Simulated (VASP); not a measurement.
# Zr2NbP3 (P6/mmm) in VASP: further runs, part 2 of 2

VASP 6.6.1. The steps go on from the part before.

## (3) Single point, PBE (species swapped into the DyB2Ru3 type (P6/mmm, No. 191))

INCAR

```
PREC = Accurate ; ENCUT = 520
EDIFF = 1E-6 ; ISMEAR = 0
SIGMA = 0.1 ; LREAL = False
LASPH = True ; NELM = 100
ALGO = Normal ; ISIF = 2
LWAVE = False ; LCHARG = False
GGA = PE ; NBANDS = 35
```

KPOINTS

```
regular mesh
0
Gamma
  3 3 6
```

POSCAR

```
Zr2NbP3
1.0
    5.9754662608      0.0000000000      0.0000000000
   -2.9877331304      5.1749055813      0.0000000000
    0.0000000000      0.0000000000      3.7585590694
Zr Nb P
2 1 3
Direct
    0.3333333333      0.6666666667      0.0000000000
    0.6666666667      0.3333333333      0.0000000000
    0.0000000000      0.0000000000      0.0000000000
    0.5000000000      0.0000000000      0.5000000000
    0.5000000000      0.5000000000      0.5000000000
    0.0000000000      0.5000000000      0.5000000000
```

Potentials or basis: VASP PAW PBE potentials, release 64 (Zr_sv, Nb_sv, P).

Started as:

```bash
$ cat potpaw_PBE.64/Zr_sv/POTCAR potpaw_PBE.64/Nb_sv/POTCAR potpaw_PBE.64/P/POTCAR > POTCAR
$ mpirun -np 1 vasp_std > vasp.out
```

OUTCAR:

```text
PREC = Accurate
   ENCUT = 520
   EDIFF = 1E-6
   ISMEAR = 0
   LREAL = False
   LASPH = True
   NELM = 100
   ISIF = 2
   GGA = PE

 ion  position               nearest neighbor table
   1  0.333  0.667  0.000-   4 2.55   4 2.55   6 2.55   6 2.55   5 2.55   5 2.55   2 3.45   3 3.45
                             2 3.45   3 3.45   3 3.45   2 3.45
   2  0.667  0.333  0.000-   4 2.55   4 2.55   6 2.55   6 2.55   5 2.55   5 2.55   1 3.45   3 3.45
                             1 3.45   3 3.45   3 3.45   1 3.45
   3  0.000  0.000  0.000-   1 3.45   2 3.45   1 3.45   2 3.45   2 3.45   1 3.45
   4  0.500  0.000  0.500-   1 2.55   2 2.55   1 2.55   2 2.55
   5  0.500  0.500  0.500-   1 2.55   2 2.55   1 2.55   2 2.55
   6  0.000  0.500  0.500-   1 2.55   2 2.55   1 2.55   2 2.55

  LATTYP: Found a hexagonal cell.
 ALAT       =     5.9754662608
 C/A-ratio  =     0.6289984589

  Lattice vectors:

 A1 = (   5.9754662608,   0.0000000000,   0.0000000000)
 A2 = (  -2.9877331304,   5.1749055813,   0.0000000000)
 A3 = (   0.0000000000,   0.0000000000,   3.7585590694)

Analysis of symmetry for initial positions (statically):
=====================================================================
 Subroutine PRICEL returns:
 Original cell was already a primitive cell.

 Routine SETGRP: Setting up the symmetry group for a
 hexagonal supercell.

 Subroutine GETGRP returns: Found 24 space group operations
 (whereof 24 operations were pure point group operations)
 out of a pool of 24 trial point group operations.

The static configuration has the point symmetry D_6h.

Analysis of symmetry for dynamics (positions and initial velocities):
=====================================================================
 Subroutine PRICEL returns:
 Original cell was already a primitive cell.

 Routine SETGRP: Setting up the symmetry group for a
 hexagonal supercell.

 Subroutine GETGRP returns: Found 24 space group operations
 (whereof 24 operations were pure point group operations)
 out of a pool of 24 trial point group operations.

The dynamic configuration has the point symmetry D_6h.

 Subroutine INISYM returns: Found 24 space group operations
 (whereof 24 operations are pure point group operations),
 and found     1 'primitive' translations

----------------------------------------------------------------------------------------

                                     Primitive cell

  volume of cell :     116.2239

  direct lattice vectors                    reciprocal lattice vectors
     5.975466261  0.000000000  0.000000000     0.167350957  0.096620120  0.000000000
    -2.987733130  5.174905581  0.000000000     0.000000000  0.193240241  0.000000000
     0.000000000  0.000000000  3.758559069     0.000000000  0.000000000  0.266059408

  length of vectors
     5.975466261  5.975466261  3.758559069     0.193240241  0.193240241  0.266059408

  position of ions in fractional coordinates (direct lattice)
     0.333333333  0.666666667  0.000000000
     0.666666667  0.333333333  0.000000000
     0.000000000  0.000000000  0.000000000
     0.500000000  0.000000000  0.500000000
     0.500000000  0.500000000  0.500000000
     1.000000000  0.500000000  0.500000000

[... 41 lines left out ...]
  0.333333  0.000000  0.166667     12.000000
  0.333333  0.333333  0.166667      4.000000
  0.000000  0.000000  0.333333      2.000000
  0.333333  0.000000  0.333333     12.000000
  0.333333  0.333333  0.333333      4.000000
  0.000000  0.000000  0.500000      1.000000
  0.333333  0.000000  0.500000      6.000000
  0.333333  0.333333  0.500000      2.000000
   k-points           NKPTS =     12   k-points in BZ     NKDIM =     12   number of bands    NBANDS=     35
   number of dos      NEDOS =    301   number of ions     NIONS =      6
   total plane-waves  NPLWV =  64512
   dimension x,y,z NGX =    48 NGY =   48 NGZ =   28
   dimension x,y,z NGXF=    96 NGYF=   96 NGZF=   56
   ions per type =               2   1   3
   NGX,Y,Z   is equivalent  to a cutoff of  13.35, 13.35, 12.38 a.u.
   NGXF,Y,Z  is equivalent  to a cutoff of  26.71, 26.71, 24.77 a.u.
 SYSTEM =  unknown system
   PREC   = accura    normal or accurate (medium, high low for compatibility)
   ISTART =      0    job   : 0-new  1-cont  2-samecut
   ICHARG =      2    charge: 1-file 2-atom 10-const
   ISPIN  =      1    spin polarized calculation?
   LNONCOLLINEAR =      F non collinear calculations
   LSORBIT =      F    spin-orbit coupling
   LASPH  =      T    aspherical Exc in radial PAW
   ENCUT  =  520.0 eV  38.22 Ry    6.18 a.u.  11.11 11.11  6.99*2*pi/ulx,y,z
   NELM   =    100;   NELMIN=  2; NELMDL= -5     # of ELM steps
   EDIFF  = 0.1E-05   stopping-criterion for ELM
   LREAL  =      F    real-space projection
   EDIFFG = 0.1E-04   stopping-criterion for IOM
   NSW    =      0    number of steps for IOM
   IBRION =     -1    ionic relax: 0-MD 1-quasi-New 2-CG
   NFREE  =      0    steps in history (QN), initial steepest desc. (CG)
   ISIF   =      2    stress and relaxation
   ISYM   =      2    0-nonsym 1-usesym 2-fastsym
   POTIM  = 0.5000    time-step for ionic-motion
   TEBEG  =    0.0;   TEEND  =   0.0 temperature during run
   PSTRESS=    0.0 pullay stress
   NELECT =      52.0000    total number of electrons
   NUPDOWN=      -1.0000    fix difference up-down
   EMIN   =  10.00;   EMAX   =-10.00  energy-range for DOS
   EFERMI =   0.00;   METHOD = LEGACY
   ISMEAR =     0;   SIGMA  =   0.10  broadening in eV -4-tet -1-fermi 0-gaus
   EFERMI_NEDOS =   21; number of points for ismear=-14 and -15
   IALGO  =     38    algorithm
   IMIX   =      4    mixing-type and parameters
     AMIX     =   0.40;   BMIX     =  1.00
     AMIX_MAG =   1.60;   BMIX_MAG =  1.00
  volume/ion in A,a.u.               =      19.37       130.72
  Fermi-wavevector in a.u.,A,eV,Ry     =   1.252115  2.366153 21.331091  1.567791
  Thomas-Fermi vector in A             =   2.386030
   LORBIT       =      0    0 simple, 1 ext, 2 COOP (PROOUT), +10 PAW based schemes
   GGA     = PE    functional components
   LHFCALC =     F    Hartree Fock is set to
   AEXX    =    0.0000 exact exchange contribution
   IVDW    =     0    specifies the selected vdW correction
   LEPSILON=     F    determine dielectric tensor
   LRPA    =     F    only Hartree local field effects (RPA)
 non-spin polarized calculation
 Gauss-broadening in eV      SIGMA  =   0.10
  energy-cutoff  :      520.00
  volume of cell :      116.22
 maximum number of plane-waves:      3152
 NGX is ok and might be reduce to    48
   NGX = 23   NGY = 23   NGZ = 13

 number of electron      51.9999999 magnetization

 Free energy of the ion-electron system (eV)
  ---------------------------------------------------
  ext. energy  EPLUGINS =         0.00000000
  ---------------------------------------------------
  free energy    TOTEN  =       -44.47748245 eV

  energy without entropy =      -44.42818508  energy(sigma->0) =      -44.45283377

 E-fermi :   8.8616     XC(G=0): -10.9958

 val. band max:        8.8526658106   @ k =   0.3333   0.0000   0.3333
 cond. band min:       8.8988425643   @ k =   0.0000   0.0000   0.3333
 fundamental gap:      0.0461767537
 Fermi energy:         8.8616262136

 k-point     1 :       0.0000    0.0000    0.0000
  band No.  band energies     occupation
      1     -46.7894      2.00000
      2     -39.9940      2.00000
      3     -39.9606      2.00000
      4     -22.8003      2.00000
      5     -22.7684      2.00000
      6     -22.7684      2.00000
[... 445 lines left out ...]
     34      10.8509      0.00000
     35      11.6388      0.00000

------------------------ aborting loop because EDIFF is reached ----------------------------------------

  FORCE on cell =-STRESS in cart. coord.  units (eV):
  Direction    XX          YY          ZZ          XY          YZ          ZX
  --------------------------------------------------------------------------------------
  -------------------------------------------------------------------------------------
  Total       -0.0414899     -0.0414899      0.2695568      0.0000000     -0.0000000      0.0000000
  in kB       -0.5719485     -0.5719485      3.7159110      0.0000000     -0.0000000      0.0000000
  external PRESSURE =       0.8573380 kB  Pullay stress =       0.0000000 kB

 VOLUME and BASIS-vectors are now :
 -----------------------------------------------------------------------------
  energy-cutoff  :      520.00
  volume of cell :      116.22
      direct lattice vectors                 reciprocal lattice vectors
     5.975466261  0.000000000  0.000000000     0.167350957  0.096620120  0.000000000
    -2.987733130  5.174905581  0.000000000     0.000000000  0.193240241  0.000000000
     0.000000000  0.000000000  3.758559069     0.000000000  0.000000000  0.266059408

 POSITION                                       TOTAL-FORCE (eV/Angst)
 -----------------------------------------------------------------------------------
     -0.00000      3.44994      0.00000         0.000000     -0.000000      0.000000
      2.98773      1.72497      0.00000        -0.000000      0.000000      0.000000
      0.00000      0.00000      0.00000         0.000000      0.000000      0.000000
      2.98773      0.00000      1.87928         0.000000      0.000000      0.000000
      1.49387      2.58745      1.87928         0.000000      0.000000      0.000000
     -1.49387      2.58745      1.87928         0.000000      0.000000      0.000000
 -----------------------------------------------------------------------------------
    total drift:                               -0.000000      0.000000      0.000000

  FREE ENERGIE OF THE ION-ELECTRON SYSTEM (eV)
  ---------------------------------------------------
  free  energy   TOTEN  =       -44.4774824534 eV

  energy  without entropy=      -44.4281850814  energy(sigma->0) =      -44.45283377
```

OSZICAR:

```text
N       E                     dE             d eps       ncg     rms          rms(c)
DAV:   1     0.461490109653E+03    0.46149E+03   -0.26290E+04   840   0.143E+03
DAV:   2    -0.811837694294E+01   -0.46961E+03   -0.45652E+03  1041   0.437E+02
DAV:   3    -0.458443080362E+02   -0.37726E+02   -0.37196E+02  1392   0.103E+02
DAV:   4    -0.491269335321E+02   -0.32826E+01   -0.32608E+01  1368   0.239E+01
DAV:   5    -0.493005822730E+02   -0.17365E+00   -0.17337E+00  1341   0.499E+00    0.295E+01
DAV:   6    -0.504080517423E+02   -0.11075E+01   -0.80282E+01  1248   0.208E+01    0.190E+01
DAV:   7    -0.451834562286E+02    0.52246E+01   -0.61428E+01  1346   0.259E+01    0.112E+01
DAV:   8    -0.444959765775E+02    0.68748E+00   -0.35276E+00  1157   0.589E+00    0.406E+00
DAV:   9    -0.444837689611E+02    0.12208E-01   -0.53166E-01  1336   0.293E+00    0.904E-01
DAV:  10    -0.444769601871E+02    0.68088E-02   -0.66046E-02  1365   0.941E-01    0.473E-01
DAV:  11    -0.444774582809E+02   -0.49809E-03   -0.50545E-03  1237   0.473E-01    0.566E-02
DAV:  12    -0.444774880102E+02   -0.29729E-04   -0.27738E-04  1413   0.825E-02    0.352E-02
DAV:  13    -0.444774823983E+02    0.56120E-05   -0.34063E-05  1197   0.312E-02    0.111E-02
DAV:  14    -0.444774824534E+02   -0.55095E-07   -0.57896E-06   962   0.101E-02
   1 F= -.44477482E+02 E0= -.44452834E+02  d E =-.492974E-01
```

Wall time 48 s (1 thread of Intel Xeon Platinum 8488C (Sapphire Rapids), shared host); peak memory 0.26 GiB.

Results:

```yaml
Free_energy: -44.4775 eV
Pressure: 0.1 GPa
Band_gap_on_the_k_mesh: none (metal or under the smearing width)
```

Caveat: the k mesh is coarse (spacing up to 0.40 Å⁻¹), so the values aren't converged.

## (4) Relaxation of cell and atoms, PBE (species swapped into the DyB2Ru3 type (P6/mmm, No. 191))

INCAR

```
PREC = Accurate
ENCUT = 600
EDIFF = 1E-6
ISMEAR = 0
SIGMA = 0.1
LREAL = F
LASPH = T
NELM = 100
ALGO = Normal
ISIF = 3
LWAVE = F
LCHARG = F
GGA = PE
IBRION = 2
NSW = 90
EDIFFG = -0.04
```

KPOINTS is that of step 3.

POSCAR

```
Zr2NbP3
1.0
    6.0683726000      0.0000000000      0.0000000000
   -3.0341863000      5.2553648300      0.0000000000
    0.0000000000      0.0000000000      3.3312432600
Zr Nb P
2 1 3
Direct
    0.3333333300      0.6666666700      0.0000000000
    0.6666666700      0.3333333300      0.0000000000
    0.0000000000      0.0000000000      0.0000000000
    0.5000000000      0.0000000000      0.5000000000
    0.5000000000      0.5000000000      0.5000000000
    0.0000000000      0.5000000000      0.5000000000
```

Started as:

```bash
$ cat potpaw_PBE.64/Zr_sv/POTCAR potpaw_PBE.64/Nb_sv/POTCAR potpaw_PBE.64/P/POTCAR > POTCAR
$ mpirun -np 1 vasp_std > vasp.out
```

Run time: 8.1 min. Hardware: 1 thread of Intel Xeon Platinum 8488C (Sapphire Rapids), shared host; peak memory 0.27 GiB.

The run converged. Its results:

```yaml
Free_energy: -44.4740 eV
Relaxed_volume: 19.34 Å³/atom
Relaxed_cell: a = 5.958 Å, b = 5.958 Å, c = 3.774 Å, α = 90.00°, β = 90.00°, γ = 120.00°
Space_group_after_relaxing_to_0.05_Å: P6/mmm (No. 191)
Energy_gained_by_relaxing: 202.3 meV/atom
Ionic_steps: 11
Pressure_after_relaxing: 0.0 GPa
Band_gap_on_the_k_mesh: none (metal or under the smearing width)
```

Step by step:
| step | energy change (eV) | largest force (eV/Å) | pressure (GPa) | volume (Å³) |
| --- | --- | --- | --- | --- |
| 1 | 0.0000 | 0.0000 | 20.80 | 106.24 |
| 2 | 0.3072 | 0.0000 | -14.80 | 145.18 |
| 3 | -1.0929 | 0.0000 | -1.45 | 122.58 |
| 4 | -1.0949 | 0.0000 | -0.86 | 121.96 |
| 5 | -1.0948 | 0.0000 | -0.54 | 121.63 |
| 6 | -1.1306 | 0.0000 | -0.44 | 120.44 |
| 7 | -1.2060 | 0.0000 | 0.34 | 116.74 |
| 8 | -1.0517 | 0.0000 | 4.52 | 108.86 |
| 9 | -1.2118 | 0.0000 | 0.82 | 115.37 |
| 10 | -1.2017 | 0.0000 | -1.78 | 117.59 |
| 11 | -1.2140 | 0.0000 | 0.02 | 116.02 |

Final structure:
```xyz
6
Lattice="5.9579 0.0000 0.0000 -2.9790 5.1597 0.0000 0.0000 0.0000 3.7742" Properties=species:S:1:pos:R:3 pbc="T T T"
Zr    0.0000    3.4398    0.0000
Zr    2.9790    1.7199    0.0000
Nb    0.0000    0.0000    0.0000
P     2.9790    0.0000    1.8871
P     1.4895    2.5799    1.8871
P    -1.4895    2.5799    1.8871
```

Levels at points of the mesh, in eV from the Fermi level:
```tsv
k point	band 23	band 24	band 25	band 26	band 27	band 28	band 29	band 30
(0.00, 0.00, 0.00)	-1.34	-0.27	-0.27	-0.19	-0.19	0.41	0.41	1.05
(0.00, 0.00, 0.50)	-0.66	-0.57	-0.57	0.07	0.07	0.42	1.65	1.76
```

Caveat: the k mesh is coarse (spacing up to 0.40 Å⁻¹), so the values aren't converged.

## (5) The runs side by side

```tsv
task	cell	k mesh	cutoff (eV)	mesh quality	gap on the mesh (eV)	pressure (GPa)
single point	species swapped into the DyB2Ru3 type (P6/mmm, No. 191)	9 × 9 × 10	520	not flagged	none	0.0
single point	species swapped into the DyB2Ru3 type (P6/mmm, No. 191)	3 × 3 × 6	520	coarse	none	0.1
relaxation of cell and atoms	relaxed from: species swapped into the DyB2Ru3 type (P6/mmm, No. 191)	3 × 3 × 6	600	coarse	none	0.0
```

Alike in all rows: level PBE; potentials or basis VASP PAW PBE potentials, release 64 (Zr_sv, Nb_sv, P); no spin polarisation; smearing gaussian 0.1 eV.

Caveats: some runs use coarse meshes.

Absolute energies hang on the potentials; compare differences alone.
